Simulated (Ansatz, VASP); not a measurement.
# InP: VASP beside Ansatz

Aim: how closely do two programs agree when they are given the same cell, functional and k mesh? The cell is taken from a series of runs on this material, whose earlier steps may have relaxed, scaled, displaced or heated it; both programs get it as it stands.

Program: Ansatz 0.2.0. Level of theory: plane waves, with VASP 6.6.1 beside it; single point at r2SCAN, spin-orbit coupling. Results are calculated unless marked as measured.

### 1. Starting point

The structure is cubic, space group F-43m (No. 216). The conventional cell has a = 6.021 Å, b = 6.021 Å, c = 6.021 Å, α = 90.00°, β = 90.00°, γ = 90.00°. In has 4 P at 2.61 Å nearest. Nearest to P lie 4 In at 2.61 Å. Farther neighbours are not listed.

### 2. Ansatz: single point, r2SCAN, spin-orbit coupling

Ansatz runs on its PAW fully relativistic soft_1 files.

A single point gives forces, pressure and levels at one fixed geometry, so differences don't come from the geometry; what else differs is listed under the comparison.

File input.yaml:

```yaml
crystal:
  lattice:
    - [0.0, 3.0106231562, 3.0106231562]
    - [3.0106231562, 0.0, 3.0106231562]
    - [3.0106231562, 3.0106231562, 0.0]
  atoms:
    - { symbol: In, position: [0.0, 0.0, 0.0] }
    - { symbol: P, position: [0.75, 0.75, 0.75] }
kpoints:
  mp_grid: { grid: [6, 6, 6] }
hamiltonian:
  xc: r2scan
  pseudopotentials: { kind: paw_fr, azcp: { folder: soft_1 } }
scf:
  occupations: { method: gaussian, width: 0.01 }
  n_extra_bands: 16
output:
  eigenvalues: true
  eigenstates:
    kpoints:
      - [0.0, 0.0, 0.0]
      - [0.0, 0.003833244, 0.003833244]
      - [0.003833244, 0.0, 0.003833244]
      - [0.003833244, 0.003833244, 0.0]
      - [0.002710513, 0.002710513, 0.005421026]
      - [-0.002710513, 0.002710513, 0.0]
      - [0.002710513, 0.005421026, 0.002710513]
      - [-0.002710513, 0.0, 0.002710513]
      - [0.005421026, 0.002710513, 0.002710513]
      - [0.0, -0.002710513, 0.002710513]
      - [0.004426249, 0.004426249, 0.004426249]
      - [0.0, 0.0, 0.004426249]
      - [0.0, 0.004426249, 0.0]
      - [0.004426249, 0.0, 0.0]
      - [0.0, -0.003833244, -0.003833244]
      - [-0.003833244, 0.0, -0.003833244]
      - [-0.003833244, -0.003833244, 0.0]
      - [-0.002710513, -0.002710513, -0.005421026]
      - [0.002710513, -0.002710513, 0.0]
      - [-0.002710513, -0.005421026, -0.002710513]
      - [0.002710513, 0.0, -0.002710513]
      - [-0.005421026, -0.002710513, -0.002710513]
      - [0.0, 0.002710513, -0.002710513]
      - [-0.004426249, -0.004426249, -0.004426249]
      - [0.0, 0.0, -0.004426249]
      - [0.0, -0.004426249, 0.0]
      - [-0.004426249, 0.0, 0.0]
      - [0.0, 0.014374667, 0.014374667]
      - [0.014374667, 0.0, 0.014374667]
      - [0.014374667, 0.014374667, 0.0]
      - [0.010164424, 0.010164424, 0.020328849]
      - [-0.010164424, 0.010164424, 0.0]
      - [0.010164424, 0.020328849, 0.010164424]
      - [-0.010164424, 0.0, 0.010164424]
      - [0.020328849, 0.010164424, 0.010164424]
      - [0.0, -0.010164424, 0.010164424]
      - [0.016598435, 0.016598435, 0.016598435]
      - [0.0, 0.0, 0.016598435]
      - [0.0, 0.016598435, 0.0]
      - [0.016598435, 0.0, 0.0]
      - [0.0, -0.014374667, -0.014374667]
      - [-0.014374667, 0.0, -0.014374667]
      - [-0.014374667, -0.014374667, 0.0]
      - [-0.010164424, -0.010164424, -0.020328849]
      - [0.010164424, -0.010164424, 0.0]
      - [-0.010164424, -0.020328849, -0.010164424]
      - [0.010164424, 0.0, -0.010164424]
      - [-0.020328849, -0.010164424, -0.010164424]
      - [0.0, 0.010164424, -0.010164424]
      - [-0.016598435, -0.016598435, -0.016598435]
      - [0.0, 0.0, -0.016598435]
      - [0.0, -0.016598435, 0.0]
      - [-0.016598435, 0.0, 0.0]
      - [0.0, 0.0, 0.0]
      - [0.0, 0.003833244, 0.003833244]
      - [0.003833244, 0.0, 0.003833244]
      - [0.003833244, 0.003833244, 0.0]
      - [0.002710513, 0.002710513, 0.005421026]
      - [-0.002710513, 0.002710513, 0.0]
      - [0.002710513, 0.005421026, 0.002710513]
      - [-0.002710513, 0.0, 0.002710513]
      - [0.005421026, 0.002710513, 0.002710513]
      - [0.0, -0.002710513, 0.002710513]
      - [0.004426249, 0.004426249, 0.004426249]
      - [0.0, 0.0, 0.004426249]
      - [0.0, 0.004426249, 0.0]
      - [0.004426249, 0.0, 0.0]
      - [0.0, -0.003833244, -0.003833244]
      - [-0.003833244, 0.0, -0.003833244]
      - [-0.003833244, -0.003833244, 0.0]
      - [-0.002710513, -0.002710513, -0.005421026]
      - [0.002710513, -0.002710513, 0.0]
      - [-0.002710513, -0.005421026, -0.002710513]
      - [0.002710513, 0.0, -0.002710513]
      - [-0.005421026, -0.002710513, -0.002710513]
      - [0.0, 0.002710513, -0.002710513]
      - [-0.004426249, -0.004426249, -0.004426249]
      - [0.0, 0.0, -0.004426249]
      - [0.0, -0.004426249, 0.0]
      - [-0.004426249, 0.0, 0.0]
      - [0.0, 0.014374667, 0.014374667]
      - [0.014374667, 0.0, 0.014374667]
      - [0.014374667, 0.014374667, 0.0]
      - [0.010164424, 0.010164424, 0.020328849]
      - [-0.010164424, 0.010164424, 0.0]
      - [0.010164424, 0.020328849, 0.010164424]
      - [-0.010164424, 0.0, 0.010164424]
      - [0.020328849, 0.010164424, 0.010164424]
      - [0.0, -0.010164424, 0.010164424]
      - [0.016598435, 0.016598435, 0.016598435]
      - [0.0, 0.0, 0.016598435]
      - [0.0, 0.016598435, 0.0]
      - [0.016598435, 0.0, 0.0]
      - [0.0, -0.014374667, -0.014374667]
      - [-0.014374667, 0.0, -0.014374667]
      - [-0.014374667, -0.014374667, 0.0]
      - [-0.010164424, -0.010164424, -0.020328849]
      - [0.010164424, -0.010164424, 0.0]
      - [-0.010164424, -0.020328849, -0.010164424]
      - [0.010164424, 0.0, -0.010164424]
      - [-0.020328849, -0.010164424, -0.010164424]
      - [0.0, 0.010164424, -0.010164424]
      - [-0.016598435, -0.016598435, -0.016598435]
      - [0.0, 0.0, -0.016598435]
      - [0.0, -0.016598435, 0.0]
      - [-0.016598435, 0.0, 0.0]
magnetization:
  noncollinear: true
  spin_orbit: true
checkpoint:
  read: start.run
  write: ck
  compress: false
  write_wavefunctions: false
  write_every: 100000
```

Command:

```
> ansatz run input.yaml --threads 4 --pin off --max-ram 9216MiB --backend cpu --events-out ev --progress --plain --runs-dir out
```

Numbers of over 12 decimals in the logs are rounded to 6 here.

What it wrote:

```text
scf.n_extra_bands = 16 over 18 filled bands (N_el = 18.0): the run solves 34 bands
Engine: ansatz 0.2.0, x86_64-unknown-linux-gnu
Pseudopotentials: kind: paw_fr
Pseudopotential: In, paw, valence charge 13, recommended cutoff 500 eV (meta_gga), soft_1/In.paw.azcp
Pseudopotential: P, paw, valence charge 5, recommended cutoff 500 eV (meta_gga), soft_1/P.paw.azcp
Functional definition: r2SCAN
  parameter k0 = 0.174
  parameter k1 = 0.065
  parameter a1 = 4.9479
  exchange = r2scan_x(k0 = k0, k1 = k1, a1 = a1)
  correlation = r2scan_c
non-collinear run that drives no moment, with spin-orbit: no starting moment large enough to seed its density (crystal.atoms[].spin), no starting occupations that ask for one, no magnetisation constraint and no magnetic field, so the semilocal B_xc is pinned to zero
Crystal: 2 atoms, lattice volume = 54.576 Å³
Basis set: ecut = 500 eV, 1411 PW (Γ), exchange–correlation on 128×128×128 points (64 copies of the dense FFT grid, shifted against one another)
Bands: 34, of which v1, the nominal top of the filled ones, is band 18 counted from 1 (17 counted from 0)
Symmetry: 24 space group operations + 24 with time reversal
Magnetic group: BNS 216.75 (UNI 1577), of the structure as read, at distance tolerance 3.8e-5 Å
k-points: 16 of 216 (time reversal used)
Projection manifold: j_resolved (fully-relativistic pseudo-atomic orbitals)
Non-local potential: In, projectors of the file, resolved by j, l = 0: 2, l = 1: 4, l = 2: 4, l = 3: 2
Non-local potential: P, projectors of the file, resolved by j, l = 0: 2, l = 1: 4, l = 2: 2
PAW form: soft (Blöchl's): semilocal exchange-correlation on the pseudo side does not see the compensation charge
PAW frozen core: In, regenerated for the run's functional (the file was generated under x = pbe(κ = 0.804, μ = 0.219515), c = pbe(β = 0.066725))
PAW frozen core: P, regenerated for the run's functional (the file was generated under x = pbe(κ = 0.804, μ = 0.219515), c = pbe(β = 0.066725))
PAW one-centre angular grid: In, 590 points (default); XC on 224 Gauss nodes
PAW one-centre angular grid: P, 302 points (default); XC on 160 Gauss nodes
Initial density: read from a saved state, or passed on in memory by an earlier SCF of this step, an earlier step, the calling program or the single point that the run made first
Stability of the state it starts from, as read at its close in the noncollinear treatment: not read negative (Ritz values of 1 − χ₀K, real part plus size of imaginary part, from 0.85 to 1.0, by its mixing steps under the symmetry group of the SCF that read it)
Initial wavefunctions: pseudopotential atomic-orbital guess
Functional: x = r2scan, c = r2scan; τ floored in thin density (d = 2e-4 eV/Å³)
iter 1 solved again at ethr=1.92e-7 eV; its pass at ethr=3.10e-3 eV (dr2=3.45e-5 eV) is discarded
SCF iter   1: F=—  HF=-6361.889702 eV  |F-HF|=—  |Δ(HF+E_count)|=         —  Δρ=4.87e-6  dr2=7.59e-9  dr2_τ=4.57e-11  dr2_m=0.00e0 (ungated)  ethr=1.92e-7  |M|=0.00e0 ∫|m|=0.00e0 μB  |m|>n=0.0e0 m-floor=0.0e0 τ_xc=0.0e0  β_m=0.30  ⟨swp⟩=5.9  Hψ=5332  notcnv=0  defer=2
eigensolver tolerance schedule: the retry pair's looser diagonalisation over-reported the residual by 4543.74 of it (diagonalisation noise at 0.39 of the residual, at the tolerance the schedule requests for it); recorded, not acted on — ethr = c·dr2/N_el stays at c = 1.0e-1
preconditioner: auto → none  [insulator: Δε(μ)=0.661 eV  Ē_g=18.074 eV  σ=0.010 eV  W_gap=1.00  n_scr=14 (ndim 8)  ℏωp=21.3 eV  f_vac=0.023  D(μ)=0.00/eV (n_scr^D=0)  ε∞_Penn≈2.4]
SCF iter   2: F=-6361.889702 eV  HF=-6361.889702 eV  |F-HF|=2.80e-9  |Δ(HF+E_count)|=   2.80e-7  Δρ=3.30e-6  dr2=2.93e-9  dr2_τ=3.04e-11  dr2_m=0.00e0 (ungated)  ethr=4.22e-11  |M|=0.00e0 ∫|m|=0.00e0 μB  |m|>n=0.0e0 m-floor=0.0e0 τ_xc=0.0e0  ⟨swp⟩=6.3  Hψ=1838  notcnv=0
SCF 1 converged in 2 iterations: F = -6361.889702 eV  dr2 = 2.93e-9
  greatest PAW one-centre occupation: 0.981 electrons in one spin orbital (limit 2), on the In atom at site 0 (counted from 0), in its partial waves of l = 2
NSCF: frozen V_eff on 106 k-points
SCF converged after 2 iterations
Magnetization: |M| = 0.0000 μB,  M = (+0.0000, +0.0000, +0.0000) μB
Absolute magnetization: 0.0000 μB (∫|m|)
  site 0: m = (+0.0000, +0.0000, +0.0000) μB, |m| = 0.0000 μB  (R = 1.08 Å)
  site 1: m = (+0.0000, +0.0000, +0.0000) μB, |m| = 0.0000 μB  (R = 1.08 Å)
Free energy (F): -6361.889702 eV
Harris-Foulkes:  -6361.889702 eV  (|F-HF|=2.80e-9)
Internal energy: -6361.889702 eV  (E = F + TS)
E sigma→0 (E₀):  -6361.889702 eV
Fermi energy:    6.226753 eV
--- Per-component energies (eV) ---
  E_band       = -75.511953
  E_kinetic    = 284.879588
  E_local      = -1380.313368  (includes V_loc(G=0)·N_el)
  E_nonlocal   = 359.273480
  E_hartree    = 552.934585
  E_xc         = -198.283789
  E_vxc        = -158.011920  (∫ρ·V_xc dr)
  E_paw        = -4793.043410  (= ΣΔE_a)
  E_vpaw       = -296.533199  (= ΣTr[D̂ρ^β])
  E_aug_tail   = -0.000082  (compensation charges beyond the density's cutoff)
  E_vtau       = 9.325127  (kinetic-family band-sum trace: ∫τ·v_τ [+ j·A + Jᵃ·Aᵃ] dr)
  E_ewald      = -1188.220992
  E_core_change = 0.884286  (= ΣΔE_core)
  E_smearing   = -0.000000  (= −TS)
  E_closure    = -0.000000  (closes the sum)
  Σ components = -6361.889702   (vs F -6361.889702, Δ=0.00e0)
--- Band table (eV; the first three rows and the last of 16) ---
  k-point 0: bands = [... 14 lower, 5.8965, 5.8965, 5.8965, 5.8965, 6.5570, 6.5570, 9.9792, 9.9792, ... 12 higher]
  k-point 1: bands = [... 14 lower, 5.5519, 5.5519, 5.6233, 5.6343, 7.7260, 7.7260, 10.4267, 10.4267, ... 12 higher]
  k-point 2: bands = [... 14 lower, 5.1051, 5.1051, 5.1961, 5.2057, 7.6541, 7.6541, 10.9213, 10.9213, ... 12 higher]
  k-point 15: bands = [... 14 lower, 3.2075, 3.2708, 3.3275, 3.3780, 9.4062, 9.4638, 9.6369, 9.6509, ... 12 higher]
```

(Part 1 of 2 ends here.)

[Lines on the potential files, build, host, timing and source positions are cut from VASP's logs without a mark.]

[Logs are printed without paths, hosts, clocks, repeated set-up lines and the standing remarks that a program may print on its own settings, such as how far it seeks lower states.]

[Hosts, paths, dates, database ids (printed as entryN), source tags and the programs' standing remarks are cut or masked in the printed files.]
